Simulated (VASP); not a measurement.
```
CELL_PARAMETERS angstrom
      0.00000     1.80380     1.80380
      1.80380     0.00000     1.80380
      1.80380     1.80380     0.00000
ATOMIC_POSITIONS crystal
  B  0.00000 0.00000 0.00000
  N  0.75000 0.75000 0.75000
```

Calculation: PBEsol GGA, VASP's PBE PAW potentials (set 64) (plane waves; VASP). Settings: 520 eV cut-off, 16×16×16 Γ-centred mesh, Gaussian smearing of 0.010 eV, potentials B N.

### Question
Predict the energy per atom (σ→0), band gap (on the k-mesh) with the smallest direct gap where there is one.

### Answer

The band gap (on the k-mesh) is 4.28 eV and the smallest direct gap (on the k-mesh) is 8.79 eV. The energy per atom (σ→0) is -9.173 eV/atom.

The absolute energy has meaning only against runs of the same code, potentials and settings.

The structure comes from a computed database's BN entry (F-43m); how it stands against other phases isn't given here. It was relaxed first.
